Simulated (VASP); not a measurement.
# RbErSe2: interstitial H from one void to a neighbouring one, part 3 of 4

Wanted: the minimum-energy path in RbErSe2 for this move: interstitial H from one void to a neighbouring one. The start is a cell from a database of measured crystal structures.

VASP 6.6.1, plane waves and PAW; the level of theory is named at each step.

Still holding for the runs below: The data set Er_3 holds the 4f electrons frozen in the core, so no f bands or f moments appear.

So far. Step 2 (Relax the host): The run ended after 6 ionic steps, 0.031 eV below its first step, once forces and stress met EDIFFG = -0.02. Step 3 (Relax the start): The run ended after 26 ionic steps, 0.493 eV below its first step, once the forces on the free atoms met EDIFFG = -0.05.

## Step 4: Relax the end

Level of this step: LDA, spin-polarised, with small moments to start from, 4f electrons in the core; plane waves and PAW (Er_3, Rb_pv, Se, H) (VASP).

The end state is relaxed in the same way, so that both ends share their errors.

Contents of INCAR:

```
SYSTEM = Rb4Er4HSe8
PREC = Normal
ENCUT = 280
EDIFF = 1E-05
NELM = 120
ISMEAR = 0
SIGMA = 0.05
LREAL = Auto
ALGO = Fast
GGA = CA
NBANDS = 84
ISPIN = 2
MAGMOM = 0 0 0 0 0 0 0.6 0.6 0 0 0 0 0 0 0 0 0.6
LASPH = .TRUE.
LMAXMIX = 6
LORBIT = 11
LWAVE = .FALSE.
LCHARG = .FALSE.
NCORE = 3
IBRION = 2
NSW = 60
ISIF = 2
EDIFFG = -0.05
POTIM = 0.4
MAXMIX = 40
ISYM = 0
```

Contents of POSCAR:

```
Rb4Er4HSe8
1.0
   -4.0968329030     -2.3653075793      7.7646004350
    4.0968329030     -2.3653075793      7.7646004350
    0.0000000000      4.7306151587      7.7646004350
Er Rb Se H
4 4 8 1
Direct
    0.5005356028      0.4965411503      0.5016316414
    0.0001496345      0.0044415383      0.4977643050
    0.0015392716      0.5014413255     -0.0037891370
    0.4986402030     -0.0010956794     -0.0000744364
    0.0020209813     -0.0033850144      0.0001617829
    0.4969391468      0.4980888428      0.0007250762
    0.4973977597     -0.0013603633      0.5031962361
    0.0011366268      0.4971783761      0.5023378228
    0.7648944644      0.7692680042      0.7656217382
    0.2694295264      0.2688924736      0.7672761367
    0.2686665073      0.7696117880      0.2622442759
    0.7642020947      0.2685165935      0.2692332410
    0.2319097807      0.2319046607      0.2337910077
    0.7295512763      0.7338289328      0.2327744694
    0.7293444097      0.2280807601      0.7331760332
    0.2312011172      0.7305242269      0.7310021893
    0.3758459492      0.3774706853      0.3739048444
```

Contents of KPOINTS:

```
Automatic mesh
0
Gamma
2 2 2
0 0 0
```

The projector-augmented-wave data sets are Er_3, Rb_pv, Se and H (PBE family, release 64).

Run with:

```console
> mpirun -np 3 vasp_std
```

Output:

```text
[... set-up lines as in an earlier step ...]
 entering main loop
       N       E                     dE             d eps       ncg     rms          rms(c)
DAV:   1     0.660703970634E+03    0.66070E+03   -0.30709E+04  4168   0.816E+02
DAV:   2     0.893888335489E+01   -0.65177E+03   -0.59856E+03  4720   0.471E+02
DAV:   3    -0.826128260264E+02   -0.91552E+02   -0.87313E+02  4588   0.154E+02
DAV:   4    -0.898559719546E+02   -0.72431E+01   -0.71782E+01  4640   0.483E+01
DAV:   5    -0.902574658758E+02   -0.40149E+00   -0.39996E+00  4504   0.175E+01    0.492E+01
RMM:   6    -0.877052272684E+02    0.25522E+01   -0.41815E+00  3583   0.744E+00    0.313E+01
RMM:   7    -0.877258169391E+02   -0.20590E-01   -0.65720E+00  3589   0.619E+00    0.467E+00
RMM:   8    -0.874771349441E+02    0.24868E+00   -0.53266E-01  3590   0.239E+00    0.214E+00
RMM:   9    -0.874325843047E+02    0.44551E-01   -0.30599E-01  3586   0.142E+00    0.921E-01
RMM:  10    -0.874297141814E+02    0.28701E-02   -0.19490E-02  3581   0.415E-01    0.446E-01
RMM:  11    -0.874294939302E+02    0.22025E-03   -0.83679E-03  3574   0.211E-01    0.241E-01
RMM:  12    -0.874293553387E+02    0.13859E-03   -0.11301E-03  3483   0.120E-01    0.865E-02
RMM:  13    -0.874293565583E+02   -0.12196E-05   -0.35924E-04  3285   0.596E-02    0.602E-02
RMM:  14    -0.874293385832E+02    0.17975E-04   -0.45158E-05  2041   0.591E-02    0.173E-02
RMM:  15    -0.874293421446E+02   -0.35614E-05   -0.15060E-05  1929   0.682E-02
   1 F= -.87429342E+02 E0= -.87429112E+02  d E =-.874293E+02  mag=     0.9978
 curvature:   0.00 expect dE= 0.000E+00 dE for cont linesearch  0.000E+00
 trial: gam= 0.00000 g(F)=  0.438E-01 g(S)=  0.000E+00 ort = 0.000E+00 (trialstep = 0.100E+01)
 search vector abs. value=  0.438E-01
 bond charge predicted
       N       E                     dE             d eps       ncg     rms          rms(c)
DAV:   1    -0.874449912903E+02   -0.15653E-01   -0.15555E+00  4272   0.111E+01    0.727E-01
RMM:   2    -0.874632568172E+02   -0.18266E-01   -0.19447E-01  3435   0.196E+00    0.367E-01
RMM:   3    -0.874684310388E+02   -0.51742E-02   -0.41816E-02  3621   0.724E-01    0.211E-01
RMM:   4    -0.874684243134E+02    0.67254E-05   -0.25323E-03  3385   0.320E-01    0.156E-01
RMM:   5    -0.874684602429E+02   -0.35930E-04   -0.24346E-03  3454   0.213E-01    0.639E-02
RMM:   6    -0.874685092521E+02   -0.49009E-04   -0.40011E-04  2937   0.737E-02    0.334E-02
RMM:   7    -0.874685032518E+02    0.60003E-05   -0.78804E-05  2193   0.788E-02
   2 F= -.87468503E+02 E0= -.87468212E+02  d E =-.391611E-01  mag=     0.9940
[... from here on, the cycles between the ionic steps are left out ...]
   3 F= -.87520347E+02 E0= -.87519493E+02  d E =-.910051E-01  mag=     0.9759
   4 F= -.87498602E+02 E0= -.87496280E+02  d E =-.692597E-01  mag=     0.7530
   5 F= -.87531607E+02 E0= -.87528837E+02  d E =-.102265E+00  mag=     0.7831
   6 F= -.87572306E+02 E0= -.87569864E+02  d E =-.406990E-01  mag=     0.7538
   7 F= -.87671019E+02 E0= -.87668661E+02  d E =-.139411E+00  mag=     0.7510
   8 F= -.87679675E+02 E0= -.87676919E+02  d E =-.148068E+00  mag=     0.5015
   9 F= -.87715274E+02 E0= -.87712993E+02  d E =-.183667E+00  mag=     0.7469
  10 F= -.87719403E+02 E0= -.87716448E+02  d E =-.187796E+00  mag=     0.7007
  11 F= -.87773775E+02 E0= -.87771009E+02  d E =-.543715E-01  mag=     0.5006
  12 F= -.87785973E+02 E0= -.87783109E+02  d E =-.665700E-01  mag=     0.5019
  13 F= -.87769544E+02 E0= -.87766503E+02  d E =-.501414E-01  mag=     0.5013
  14 F= -.87787434E+02 E0= -.87784530E+02  d E =-.680304E-01  mag=     0.4998
  15 F= -.87840044E+02 E0= -.87836993E+02  d E =-.526103E-01  mag=     0.4995
  16 F= -.87872446E+02 E0= -.87869212E+02  d E =-.850121E-01  mag=     0.4997
  17 F= -.87873688E+02 E0= -.87870414E+02  d E =-.862543E-01  mag=     0.4997
  18 F= -.87891556E+02 E0= -.87888284E+02  d E =-.178676E-01  mag=     0.4999
  19 F= -.87893971E+02 E0= -.87890701E+02  d E =-.202827E-01  mag=     0.5001
  20 F= -.87899931E+02 E0= -.87896584E+02  d E =-.596058E-02  mag=     0.5001
  21 F= -.87901984E+02 E0= -.87898578E+02  d E =-.801378E-02  mag=     0.5000
  22 F= -.87902176E+02 E0= -.87898750E+02  d E =-.820542E-02  mag=     0.5000
 curvature:  -3.29 expect dE=-0.406E-02 dE for cont linesearch -0.579E-07
 trial: gam= 0.28439 g(F)=  0.123E-02 g(S)=  0.000E+00 ort =-0.928E-05 (trialstep = 0.272E+01)
 search vector abs. value=  0.162E-02
 bond charge predicted
       N       E                     dE             d eps       ncg     rms          rms(c)
DAV:   1    -0.878987826525E+02    0.33922E-02   -0.39813E-01  4100   0.569E+00    0.313E-01
RMM:   2    -0.879034355888E+02   -0.46529E-02   -0.45723E-02  3421   0.101E+00    0.285E-01
RMM:   3    -0.879046820506E+02   -0.12465E-02   -0.12020E-02  3606   0.418E-01    0.170E-01
RMM:   4    -0.879046678581E+02    0.14193E-04   -0.14958E-03  3322   0.164E-01    0.165E-01
RMM:   5    -0.879045120671E+02    0.15579E-03   -0.43353E-04  3036   0.154E-01    0.107E-01
RMM:   6    -0.879045143807E+02   -0.23136E-05   -0.37566E-04  3175   0.925E-02    0.856E-02
RMM:   7    -0.879045142150E+02    0.16567E-06   -0.52384E-05  2168   0.516E-02
  23 F= -.87904514E+02 E0= -.87901027E+02  d E =-.233827E-02  mag=     0.5000
 trial-energy change:   -0.002338  1 .order   -0.002206   -0.003345   -0.001067
 step:   3.5897(harm=  3.9916)  dis= 0.01533  next Energy=   -87.904689 (dE=-0.251E-02)
 reached required accuracy - stopping structural energy minimisation
```

Wall time 9 min (3 MPI ranks of Intel Xeon 6975P-C (Granite Rapids), shared host); peak memory 0.62 GiB; 27 min of CPU time.

OUTCAR, selected parts (step 4):

```text
 Found      8 irreducible k-points:

   NELECT =     113.0000    total number of electrons

 E-fermi :   1.4132

 spin component 1
 k-point     1 :       0.0000    0.0000    0.0000
  band No.  band energies     occupation
    ...
     53       0.0015      1.00000
     54       0.3396      1.00000
     55       0.7422      1.00000
     56       0.8283      1.00000
     57       0.8295      1.00000
     58       2.5011      0.00000
     59       2.5022      0.00000
     60       3.2225      0.00000
     61       3.4407      0.00000
     62       3.8452      0.00000
    ...

 k-point     2 :       0.5000    0.0000    0.0000
  band No.  band energies     occupation
    ...
     53       0.0918      1.00000
     54       0.0927      1.00000
     55       0.1441      1.00000
     56       0.1639      1.00000
     57       1.3740      0.86612
     58       3.2959      0.00000
     59       3.4462      0.00000
     60       3.7714      0.00000
     61       4.0973      0.00000
     62       4.1661      0.00000
    ...

 k-point     3 :       0.0000    0.5000    0.0000
  band No.  band energies     occupation
    ...
     53       0.0899      1.00000
     54       0.0937      1.00000
     55       0.1436      1.00000
     56       0.1647      1.00000
     57       1.3574      0.94293
     58       3.2964      0.00000
     59       3.4514      0.00000
     60       3.7685      0.00000
     61       4.0915      0.00000
     62       4.1679      0.00000
    ...

 k-point     4 :      -0.0000   -0.0000    0.5000
  band No.  band energies     occupation
    ...
     53       0.0889      1.00000
     54       0.0909      1.00000
     55       0.1457      1.00000
     56       0.1646      1.00000
     57       1.3546      0.95144
     58       3.2956      0.00000
     59       3.4514      0.00000
     60       3.7690      0.00000
     61       4.0939      0.00000
     62       4.1674      0.00000
    ...

  Total        0.2059817      0.2799549     -0.0416260     -0.0301307     -0.0042113      0.0459397
  in kB        0.7310262      0.9935560     -0.1477300     -0.1069333     -0.0149460      0.1630393
  external PRESSURE =       0.5256174 kB  Pullay stress =       0.0000000 kB

 POSITION                                       TOTAL-FORCE (eV/Angst)
 -----------------------------------------------------------------------------------
      0.00455      0.00243     11.53130        -0.011472      0.018593      0.025203
      0.00063     -2.36007     19.38769         0.011967     -0.003948     -0.002137
     -2.04343      1.18544     19.38739        -0.016430     -0.013771     -0.010825
      2.04993      1.18570     19.38699         0.011668     -0.014704     -0.011857
      0.00164      0.00135     23.17129         0.001408     -0.000465      0.020027
      0.00279      2.36368     15.50521        -0.002270      0.003412     -0.014841
      2.05118     -1.18129     15.50668         0.000853      0.002476     -0.014030
     -2.04616     -1.18279     15.50932        -0.004446      0.005710     -0.021120
      0.00035      0.00057     17.86419         0.016826      0.011426     -0.042114
      0.00598      2.44349     10.04530        -0.008725     -0.004369      0.014141
      2.11768     -1.21770     10.04348        -0.004519      0.007275      0.013156
     -2.11395     -1.21992     10.04317         0.005729      0.008172     -0.000811
      0.00492      0.00266      5.39668        -0.011510     -0.002231     -0.034660
      0.00110     -2.33573     13.10286         0.011006      0.000815      0.013447
     -2.02506      1.17408     13.10212         0.011038     -0.010909      0.007124
      2.02823      1.17175     13.10218        -0.001186     -0.000985      0.019172
     -0.01358     -0.01331      9.42683        -0.009939     -0.006498      0.040126
 -----------------------------------------------------------------------------------
    total drift:                               -0.005640     -0.010276      0.013875

  FREE ENERGIE OF THE ION-ELECTRON SYSTEM (eV)
  ---------------------------------------------------
  free  energy   TOTEN  =       -87.9045142150 eV

  energy  without entropy=      -87.8975404030  energy(sigma->0) =      -87.90102731

 total charge
# of ion       s       p       d       tot
------------------------------------------
    1        0.362   6.831   1.205   8.398
    2        0.368   6.825   1.147   8.339
    3        0.368   6.826   1.148   8.341
    4        0.367   6.823   1.143   8.333
    5        0.092   6.085   0.128   6.305
    6        0.088   6.078   0.126   6.293
    7        0.088   6.078   0.126   6.292
    8        0.088   6.079   0.126   6.293
    9        1.441   2.477   0.011   3.929
   10        1.450   2.439   0.015   3.903
   11        1.450   2.439   0.015   3.903
   12        1.450   2.436   0.015   3.901
   13        1.442   2.470   0.011   3.923
   14        1.442   2.477   0.011   3.930
   15        1.442   2.476   0.011   3.929
   16        1.442   2.477   0.011   3.930
   17        0.450   0.006   0.000   0.456
--------------------------------------------------
tot         13.827  71.321   5.249  90.398

 magnetization (x)
# of ion       s       p       d       tot
------------------------------------------
    1       -0.001   0.002   0.041   0.042
    2        0.002   0.004   0.011   0.017
    3        0.002   0.004   0.010   0.017
    4        0.002   0.004   0.009   0.015
    5        0.000   0.000   0.001   0.001
    6        0.000   0.001   0.002   0.003
    7        0.000   0.001   0.002   0.003
    8        0.000   0.001   0.002   0.002
    9        0.000   0.001   0.000   0.001
   10        0.002   0.037   0.001   0.040
   11        0.002   0.037   0.001   0.041
   12        0.002   0.038   0.001   0.042
   13        0.000   0.003   0.000   0.003
   14        0.000   0.003   0.000   0.003
   15        0.000   0.003   0.000   0.003
   16        0.000   0.003   0.000   0.003
   17        0.084   0.000   0.000   0.084
--------------------------------------------------
tot          0.096   0.140   0.082   0.318

[... 6 parts as in an earlier step ...]

[... 10 further parts left out ...]
```

The steps of the relaxation (22 of 23):

```
step  energy less that of the first step (eV)  largest force (eV/Å)
   1                                   0.0000                0.5679
   2                                  -0.0392                0.5639
   3                                  -0.0910                0.5625
   4                                  -0.0693                0.7558
   5                                  -0.1023                0.5940
   6                                  -0.1430                0.6132
   7                                  -0.2417                0.6104
   8                                  -0.2503                0.6585
   9                                  -0.2859                0.5041
  10                                  -0.2901                0.4737
  11                                  -0.3444                0.4160
  13                                  -0.3402                1.0898
  14                                  -0.3581                0.6357
  15                                  -0.4107                0.3537
  16                                  -0.4431                0.2647
  17                                  -0.4443                0.3008
  18                                  -0.4622                0.0946
  19                                  -0.4646                0.1462
  20                                  -0.4706                0.0865
  21                                  -0.4726                0.0752
  22                                  -0.4728                0.0746
  23                                  -0.4752                0.0468
```

The atoms that moved most (Å):

```
atom      dx      dy      dz  length
 H17  -0.020   0.000   0.674   0.675
Se10   0.008   0.087  -0.092   0.127
Se12  -0.083  -0.051  -0.066   0.118
 Rb5   0.024  -0.003  -0.113   0.116
 Er1   0.021  -0.012  -0.106   0.108
Se11   0.065  -0.002  -0.055   0.085
Se14  -0.016   0.024  -0.067   0.073
 Er2  -0.017   0.027  -0.042   0.053
```

Final coordinates:

```xyz
17
Lattice="-4.0968 -2.3653 7.7646 4.0968 -2.3653 7.7646 0.0000 4.7306 7.7646" Properties=species:S:1:pos:R:3 pbc="T T T"
Er    0.0045    0.0024   11.5313
Er    0.0006    2.3705    3.8585
Er    2.0534   -1.1799    3.8582
Er   -2.0469   -1.1796    3.8578
Rb    0.0016    0.0014   -0.1225
Rb    0.0028   -2.3669    7.7406
Rb   -2.0456    1.1840    7.7421
Rb    2.0507    1.1825    7.7447
Se    0.0004    0.0006   17.8642
Se    0.0060    2.4435   10.0453
Se    2.1177   -1.2177   10.0435
Se   -2.1139   -1.2199   10.0432
Se    0.0049    0.0027    5.3967
Se    0.0011   -2.3357   13.1029
Se   -2.0251    1.1741   13.1021
Se    2.0282    1.1717   13.1022
H    -0.0136   -0.0133    9.4268
```

This step gave:

```yaml
electronic_cycles: 200
free_energy_toten: -87.9045 eV
energy_at_zero_smearing: -87.9010 eV
fermi_energy: 1.413 eV
moment_of_the_cell_from_the_last_line_of_the_log: 0.5 μB
```

Spin moment in the PAW sphere by atom:

```
atom  spin moment in the PAW sphere (μB)
 Er1                              0.0420
 Er2                              0.0170
 Er3                              0.0170
 Er4                              0.0150
 Rb5                              0.0010
 Rb6                              0.0030
 Rb7                              0.0030
 Rb8                              0.0020
 Se9                              0.0010
Se10                              0.0400
Se11                              0.0410
Se12                              0.0420
Se13                              0.0030
Se14                              0.0030
Se15                              0.0030
Se16                              0.0030
 H17                              0.0840
```

The run ended after 23 ionic steps, 0.475 eV below its first step, once the forces on the free atoms met EDIFFG = -0.05.

[end of part 3 of 4]

[Lines on the potential files, build, host, timing and source positions are cut from VASP's logs without a mark.]

[Logs are printed without paths, hosts, clocks, repeated set-up lines and the standing remarks that a program may print on its own settings, such as how far it seeks lower states.]

[Hosts, paths, dates, database ids (printed as entryN), source tags and the programs' standing remarks are cut or masked in the printed files.]

[Runs that stopped without an error message from VASP are left out.]
